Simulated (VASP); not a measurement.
# SrTiO3: cell size against the level of theory, part 2 of 3

Which functional gives the lattice of SrTiO3 as experiment finds it, and is a dearer one worth its cost? The start is a cell from a database of measured crystal structures.

VASP 6.6.1, plane waves and PAW; the level of theory is named at each step.

So far. Step 2 (Relaxation with PBE): It ends with forces that vanish by symmetry and a pressure of 0.00 GPa. The volume lies +3.3 % from that of the database's start. The conventional cell has a = 3.941 Å.

**3. Relaxation with LDA**

This step: LDA; plane waves and PAW (Sr_sv, Ti_sv, O) (VASP 6.6.1).

LDA, the lowest rung, knows the local density alone.

File INCAR:

```
SYSTEM = SrTiO3
PREC = Accurate
ENCUT = 560
EDIFF = 1E-06
NELM = 100
ISMEAR = -1
SIGMA = 0.05
LREAL = .FALSE.
ALGO = Normal
GGA = CA
NBANDS = 26
LASPH = .TRUE.
LORBIT = 11
LWAVE = .FALSE.
LCHARG = .FALSE.
KPAR = 2
IBRION = 2
NSW = 60
ISIF = 3
EDIFFG = -0.01
```

File POSCAR:

```
SrTiO3
1.0
    3.8990000000      0.0000000000      0.0000000000
    0.0000000000      3.8990000000      0.0000000000
    0.0000000000      0.0000000000      3.8990000000
Sr Ti O
1 1 3
Direct
    0.5000000000      0.5000000000      0.5000000000
    0.0000000000      0.0000000000      0.0000000000
    0.5000000000      0.0000000000      0.0000000000
    0.0000000000      0.5000000000      0.0000000000
    0.0000000000      0.0000000000      0.5000000000
```

File KPOINTS:

```
Automatic mesh
0
Gamma
6 6 6
0 0 0
```

The projector-augmented-wave data sets are Sr_sv, Ti_sv and O (PBE family, release 64).

On the command line:

```console
mpirun -np 2 vasp_std
```

The log of the run:

```text
[banner, memory and clock lines left out]
running    2 mpi-ranks, on    1 nodes
 distrk:  each k-point on    1 cores,    2 groups
 distr:  one band on    1 cores,    1 groups

 POSCAR found type information on POSCAR SrTiO
 POSCAR found :  3 types and       5 ions
|                                                                             |
|               ----> ADVICE to this user running VASP <----                  |
|                                                                             |
|     You enforced a specific xc type in the INCAR file but a different       |
|     [... a line on the potential file left out ...]
|     I HOPE YOU KNOW WHAT YOU ARE DOING!                                     |
|                                                                             |

 LDA part: xc-table for (Slater(with rela. corr.)+CA(PZ))
 , standard interpolation
 POSCAR, INCAR and KPOINTS ok, starting setup
 FFT: planning ... GRIDC
 FFT: planning ... GRID_SOFT
 FFT: planning ... GRID
 WAVECAR not read
 entering main loop
       N       E                     dE             d eps       ncg     rms          rms(c)
DAV:   1     0.428727910521E+03    0.42873E+03   -0.21521E+04  1040   0.176E+03
DAV:   2    -0.109070145575E+02   -0.43963E+03   -0.42682E+03  1212   0.466E+02
DAV:   3    -0.514822710563E+02   -0.40575E+02   -0.39413E+02  1226   0.140E+02
DAV:   4    -0.540006900859E+02   -0.25184E+01   -0.25160E+01  1768   0.292E+01
DAV:   5    -0.540350167281E+02   -0.34327E-01   -0.34304E-01  1344   0.325E+00    0.273E+01
DAV:   6    -0.444629889900E+02    0.95720E+01   -0.57310E+01  1510   0.689E+01    0.166E+01
DAV:   7    -0.444230386849E+02    0.39950E-01   -0.83095E+00  1316   0.215E+01    0.117E+01
DAV:   8    -0.444189905978E+02    0.40481E-02   -0.21502E+00  1274   0.150E+01    0.337E+00
DAV:   9    -0.443074758409E+02    0.11151E+00   -0.54141E-01  1346   0.746E+00    0.105E+00
DAV:  10    -0.443134743133E+02   -0.59985E-02   -0.17652E-01  1334   0.265E+00    0.105E+00
DAV:  11    -0.442995283603E+02    0.13946E-01   -0.56258E-02  1552   0.217E+00    0.177E-01
DAV:  12    -0.442993812307E+02    0.14713E-03   -0.36577E-03  1286   0.565E-01    0.800E-02
DAV:  13    -0.442994107852E+02   -0.29555E-04   -0.49992E-04  1760   0.205E-01    0.533E-02
DAV:  14    -0.442994051421E+02    0.56431E-05   -0.13794E-04  1334   0.157E-01    0.274E-02
DAV:  15    -0.442993988218E+02    0.63204E-05   -0.69391E-05  1426   0.744E-02    0.208E-02
DAV:  16    -0.442993964275E+02    0.23943E-05   -0.97301E-06  1302   0.372E-02    0.420E-03
DAV:  17    -0.442993963524E+02    0.75062E-07   -0.75192E-07   858   0.950E-03
   1 F= -.44299396E+02 E0= -.44299396E+02  d E =-.442994E+02
 curvature:   0.00 expect dE= 0.000E+00 dE for cont linesearch  0.000E+00
 trial: gam= 0.00000 g(F)=  0.000E+00 g(S)=  0.117E+00 ort = 0.000E+00 (trialstep = 0.100E+01)
 search vector abs. value=  0.117E+00
 bond charge predicted
       N       E                     dE             d eps       ncg     rms          rms(c)
DAV:   1    -0.452333682104E+02   -0.93397E+00   -0.26223E+01  1256   0.510E+01    0.934E+00
DAV:   2    -0.444120613485E+02    0.82131E+00   -0.29203E+00  1306   0.152E+01    0.317E+00
DAV:   3    -0.442736248575E+02    0.13844E+00   -0.70932E-01  1422   0.669E+00    0.117E+00
DAV:   4    -0.442813686411E+02   -0.77438E-02   -0.10499E-01  1588   0.244E+00    0.779E-01
DAV:   5    -0.442892460493E+02   -0.78774E-02   -0.16228E-02  1670   0.685E-01    0.701E-01
DAV:   6    -0.442957326613E+02   -0.64866E-02   -0.13346E-02  1548   0.679E-01    0.179E-01
DAV:   7    -0.442962033168E+02   -0.47066E-03   -0.39289E-03  1668   0.368E-01    0.543E-02
DAV:   8    -0.442962305025E+02   -0.27186E-04   -0.17656E-04  1282   0.877E-02    0.126E-02
DAV:   9    -0.442962296183E+02    0.88418E-06   -0.85654E-06  1398   0.192E-02
   2 F= -.44296230E+02 E0= -.44296230E+02  d E =0.316673E-02
 trial-energy change:    0.003167  1 .order    0.005633   -0.117079    0.128345
 step:   0.4921(harm=  0.4770)  dis= 0.00000  next Energy=   -44.328499 (dE=-0.291E-01)
 bond charge predicted
       N       E                     dE             d eps       ncg     rms          rms(c)
DAV:   1    -0.445649772002E+02   -0.26875E+00   -0.67196E+00  1250   0.267E+01    0.468E+00
DAV:   2    -0.443584050128E+02    0.20657E+00   -0.77287E-01  1216   0.845E+00    0.163E+00
DAV:   3    -0.443239912141E+02    0.34414E-01   -0.20245E-01  1150   0.278E+00    0.857E-01
DAV:   4    -0.443254099276E+02   -0.14187E-02   -0.47178E-02  1528   0.116E+00    0.763E-01
DAV:   5    -0.443267244709E+02   -0.13145E-02   -0.45980E-03  1700   0.649E-01    0.553E-01
DAV:   6    -0.443285517560E+02   -0.18273E-02   -0.48191E-03  1382   0.385E-01    0.133E-01
DAV:   7    -0.443288046311E+02   -0.25288E-03   -0.10974E-03  1588   0.158E-01    0.644E-02
DAV:   8    -0.443288630097E+02   -0.58379E-04   -0.72666E-05  1356   0.695E-02    0.153E-02
DAV:   9    -0.443288724134E+02   -0.94038E-05   -0.43618E-05  1552   0.421E-02    0.471E-03
DAV:  10    -0.443288730425E+02   -0.62909E-06   -0.74737E-06  1112   0.165E-02
   3 F= -.44328873E+02 E0= -.44328873E+02  d E =-.294767E-01
 curvature:  -0.24 expect dE=-0.760E-06 dE for cont linesearch -0.760E-06
 trial: gam=-0.00519 g(F)=  0.200E-64 g(S)=  0.319E-05 ort = 0.611E-03 (trialstep = 0.898E+00)
 search vector abs. value=  0.187E-09
 reached required accuracy - stopping structural energy minimisation
```

Elapsed: 49 s, on 2 MPI ranks of AMD EPYC 7R43, shared host; peak memory 0.29 GiB; 96 s of CPU time.

From OUTCAR (step 3):

```text
The static configuration has the point symmetry O_h .

 Found     20 irreducible k-points:

   NELECT =      40.0000    total number of electrons

 E-fermi :   4.9797

 k-point     1 :       0.0000    0.0000    0.0000
  band No.  band energies     occupation
    ...
     16       2.8232      2.00000
     17       2.8232      2.00000
     18       3.7332      2.00000
     19       3.7332      2.00000
     20       3.7332      2.00000
     21       5.8694      0.00000
     22       5.8694      0.00000
     23       5.8694      0.00000
     24       8.6240      0.00000
     25       8.6240      0.00000
    ...

 k-point     2 :       0.1667    0.0000    0.0000
  band No.  band energies     occupation
    ...
     16       2.4544      2.00000
     17       2.5621      2.00000
     18       2.9396      2.00000
     19       3.5746      2.00000
     20       3.5746      2.00000
     21       5.9162      0.00000
     22       6.5003      0.00000
     23       6.5003      0.00000
     24       8.6447      0.00000
     25       9.3786      0.00000
    ...

  Total       -0.0104945     -0.0104945     -0.0104945      0.0000000     -0.0000000      0.0000000
  in kB       -0.2919534     -0.2919534     -0.2919534      0.0000000     -0.0000000      0.0000000
  external PRESSURE =      -0.2919534 kB  Pullay stress =       0.0000000 kB

  energy-cutoff  :      560.00
  volume of cell :       57.59
      direct lattice vectors                 reciprocal lattice vectors
     3.861766633  0.000000000  0.000000000     0.258948843 -0.000000000  0.000000000
     0.000000000  3.861766633  0.000000000    -0.000000000  0.258948843 -0.000000000
    -0.000000000  0.000000000  3.861766633    -0.000000000 -0.000000000  0.258948843

 POSITION                                       TOTAL-FORCE (eV/Angst)
 -----------------------------------------------------------------------------------
      1.93088      1.93088      1.93088        -0.000000      0.000000      0.000000
      0.00000      0.00000      0.00000         0.000000     -0.000000      0.000000
      1.93088      0.00000      0.00000         0.000000     -0.000000      0.000000
      0.00000      1.93088      0.00000         0.000000     -0.000000      0.000000
     -0.00000      0.00000      1.93088         0.000000      0.000000      0.000000
 -----------------------------------------------------------------------------------
    total drift:                                0.000000     -0.000000      0.000000

  FREE ENERGIE OF THE ION-ELECTRON SYSTEM (eV)
  ---------------------------------------------------
  free  energy   TOTEN  =       -44.3288730425 eV

  energy  without entropy=      -44.3288730406  energy(sigma->0) =      -44.32887304

 total charge
# of ion       s       p       d       tot
------------------------------------------
    1        1.997   5.740   0.223   7.959
    2        2.245   6.356   1.834  10.435
    3        1.550   3.482   0.000   5.032
    4        1.550   3.482   0.000   5.032
    5        1.550   3.482   0.000   5.032
--------------------------------------------------
tot          8.892  22.542   2.057  33.491

[... 8 parts as in an earlier step ...]

[... 5 further parts left out ...]
```

CONTCAR:

```
SrTiO3
   1.00000000000000
     3.8617666331560692    0.0000000000000000    0.0000000000000000
     0.0000000000000000    3.8617666331560692    0.0000000000000000
    -0.0000000000000000    0.0000000000000000    3.8617666331560692
  Sr              Ti              O
     1     1     3
Direct
     0.5000000000000000    0.5000000000000000    0.5000000000000000
     0.0000000000000000    0.0000000000000000    0.0000000000000000
     0.5000000000000000    0.0000000000000000    0.0000000000000000
     0.0000000000000000    0.5000000000000000    0.0000000000000000
     0.0000000000000000    0.0000000000000000    0.5000000000000000
```

The PAW data sets were made with PBE, though LDA sets exist; this is a small mismatch.

The steps of the relaxation:

```tsv
step	energy less that of the first step (eV)	largest force (eV/Å)	pressure (GPa)	volume (Å³)
1	0.0000	0.0000	-5.44	59.27
2	0.0032	0.0000	6.32	55.89
3	-0.0295	0.0000	-0.03	57.59
```

```tsv
conventional cell, symmetrised	before	after	change
a (Å)	3.899	3.862	-1.0 %
b (Å)	3.899	3.862	-1.0 %
c (Å)	3.899	3.862	-1.0 %
volume (Å³/atom)	11.85	11.52	-2.8 %
```

Final coordinates:

```
Sr Ti O
1.0
     3.86177    0.00000    0.00000
     0.00000    3.86177    0.00000
     0.00000    0.00000    3.86177
Sr Ti O
1 1 3
Direct
  0.50000 0.50000 0.50000
  0.00000 0.00000 0.00000
  0.50000 0.00000 0.00000
  0.00000 0.50000 0.00000
  0.00000 0.00000 0.50000
```

Numbers from this step:

```yaml
free_energy_toten: -44.33 eV
fermi_energy: 4.980 eV
pressure: -0.02920 GPa
scf_cycles_over_all_ionic_steps: 36
gap_on_the_k_mesh: 1.800 eV
least_direct_gap_on_the_k_mesh: 2.136 eV
```

It ends at 11.52 Å³/atom, -2.8 % from the start, with -0.03 GPa left. The conventional cell has a = 3.862 Å.

**4. Relaxation with r2SCAN**

This step: r2SCAN; plane waves and PAW (Sr_sv, Ti_sv, O) (VASP 6.6.1).

r2SCAN adds the kinetic-energy density, costs more than a GGA and is run with LASPH.

INCAR: that of step 3 with these lines changed.

```diff
@@ -9,5 +9,5 @@
 ALGO = Normal
-GGA = CA
+METAGGA = R2SCAN
+LASPH = .TRUE.
 NBANDS = 26
-LASPH = .TRUE.
 LORBIT = 11
```

POSCAR is that of step 3.

KPOINTS is that of step 3.

On the command line:

```console
mpirun -np 2 vasp_std
```

The log of the run:

```text
[banner, memory and clock lines left out]
running    2 mpi-ranks, on    1 nodes
[...]
[... a notice as in an earlier step ...]

 LDA part: xc-table for (None), standard interpolation
 POSCAR, INCAR and KPOINTS ok, starting setup
[...]
entering main loop
       N       E                     dE             d eps       ncg     rms          rms(c)
DAV:   1     0.417006094965E+03    0.41701E+03   -0.21963E+04  1040   0.180E+03
DAV:   2    -0.408122757028E+02   -0.45782E+03   -0.44417E+03  1212   0.482E+02
DAV:   3    -0.835950130610E+02   -0.42783E+02   -0.41915E+02  1318   0.146E+02
DAV:   4    -0.861509401520E+02   -0.25559E+01   -0.25512E+01  1740   0.292E+01
[...]
DAV:  15    -0.633283615795E+02   -0.23366E-05   -0.89546E-05  1210   0.698E-02    0.190E-02
DAV:  16    -0.633283576881E+02    0.38914E-05   -0.40509E-05  1436   0.483E-02    0.677E-03
DAV:  17    -0.633283574173E+02    0.27077E-06   -0.13882E-06   794   0.105E-02
   1 F= -.63328357E+02 E0= -.63328357E+02  d E =-.633284E+02
[...]
DAV:   9    -0.633275743123E+02    0.80086E-06   -0.38246E-06  1078   0.121E-02
   2 F= -.63327574E+02 E0= -.63327574E+02  d E =0.783105E-03
 trial-energy change:    0.000783  1 .order    0.000370   -0.017738    0.018478
 step:   0.4727(harm=  0.4898)  dis= 0.00000  next Energy=   -63.332506 (dE=-0.415E-02)
[...]
N       E                     dE             d eps       ncg     rms          rms(c)
DAV:   1    -0.633681883546E+02   -0.40613E-01   -0.10473E+00  1206   0.104E+01    0.173E+00
DAV:   2    -0.633372580960E+02    0.30930E-01   -0.10679E-01  1216   0.319E+00    0.627E-01
DAV:   3    -0.633318421054E+02    0.54160E-02   -0.28580E-02  1312   0.125E+00    0.154E-01
DAV:   4    -0.633320013563E+02   -0.15925E-03   -0.34166E-03  1602   0.396E-01    0.957E-02
DAV:   5    -0.633322932909E+02   -0.29193E-03   -0.73848E-04  1830   0.140E-01    0.729E-02
DAV:   6    -0.633323978393E+02   -0.10455E-03   -0.10859E-04  1270   0.754E-02    0.283E-02
DAV:   7    -0.633324389651E+02   -0.41126E-04   -0.12684E-04  1696   0.599E-02    0.896E-03
DAV:   8    -0.633324388192E+02    0.14590E-06   -0.64105E-06  1126   0.277E-02
   3 F= -.63332439E+02 E0= -.63332439E+02  d E =-.408140E-02
[...]
reached required accuracy - stopping structural energy minimisation
```

It took 3.4 min on 2 MPI ranks; peak memory 0.33 GiB; 6.8 min of CPU time.

OUTCAR, selected parts (step 4):

```text
  Total        0.0148632      0.0148632      0.0148632     -0.0000000      0.0000000     -0.0000000
  in kB        0.3974833      0.3974833      0.3974833     -0.0000000      0.0000000     -0.0000000
  external PRESSURE =       0.3974833 kB  Pullay stress =       0.0000000 kB

 POSITION                                       TOTAL-FORCE (eV/Angst)
 -----------------------------------------------------------------------------------
      1.95646      1.95646      1.95646        -0.000000     -0.000000      0.000000
      0.00000      0.00000      0.00000         0.000000      0.000000      0.000000
      1.95646     -0.00000      0.00000         0.000000      0.000000      0.000000
      0.00000      1.95646     -0.00000         0.000000      0.000000      0.000000
     -0.00000     -0.00000      1.95646         0.000000     -0.000000      0.000000
 -----------------------------------------------------------------------------------
    total drift:                                0.000000     -0.000000      0.000000

  FREE ENERGIE OF THE ION-ELECTRON SYSTEM (eV)
  ---------------------------------------------------
  free  energy   TOTEN  =       -63.3324388192 eV

  energy  without entropy=      -63.3324388191  energy(sigma->0) =      -63.33243882

[... 2 parts as in an earlier step ...]

[... 2 further parts left out ...]
[key lines of the parts left out:]
E-fermi :   4.8938
```

The PAW data sets were made with PBE, which is usual practice but a small mismatch for other functionals.

Relaxation path:

```tsv
step	energy less that of the first step (eV)	largest force (eV/Å)	pressure (GPa)	volume (Å³)
1	0.0000	0.0000	2.12	59.27
2	0.0008	0.0000	-2.15	60.63
3	-0.0041	0.0000	0.04	59.91
```

```tsv
conventional cell, symmetrised	before	after	change
a (Å)	3.899	3.913	+0.4 %
b (Å)	3.899	3.913	+0.4 %
c (Å)	3.899	3.913	+0.4 %
volume (Å³/atom)	11.85	11.98	+1.1 %
```

The relaxed structure:

```cif
data_structure
_symmetry_space_group_name_H-M 'P 1'
_symmetry_Int_Tables_number 1
_cell_length_a 3.9129
_cell_length_b 3.9129
_cell_length_c 3.9129
_cell_angle_alpha 90.000
_cell_angle_beta 90.000
_cell_angle_gamma 90.000
_cell_volume 59.91
loop_
_atom_site_label
_atom_site_type_symbol
_atom_site_fract_x
_atom_site_fract_y
_atom_site_fract_z
_atom_site_occupancy
Sr1 Sr 0.50000 0.50000 0.50000 1
Ti2 Ti 0.00000 0.00000 0.00000 1
O3 O 0.50000 0.00000 0.00000 1
O4 O 0.00000 0.50000 0.00000 1
O5 O 0.00000 0.00000 0.50000 1
```

It ends at 11.98 Å³/atom, +1.1 % from the start, with 0.04 GPa left. The conventional cell has a = 3.913 Å.

[end of part 2 of 3]

[Lines on the potential files, build, host, timing and source positions are cut from VASP's logs without a mark.]

[Logs are printed without paths, hosts, clocks, repeated set-up lines and the standing remarks that a program may print on its own settings, such as how far it seeks lower states.]

[Hosts, paths, dates, database ids (printed as entryN), source tags and the programs' standing remarks are cut or masked in the printed files.]

[A measured line is paired with the nearest computed mode of its activity, which favours agreement.]
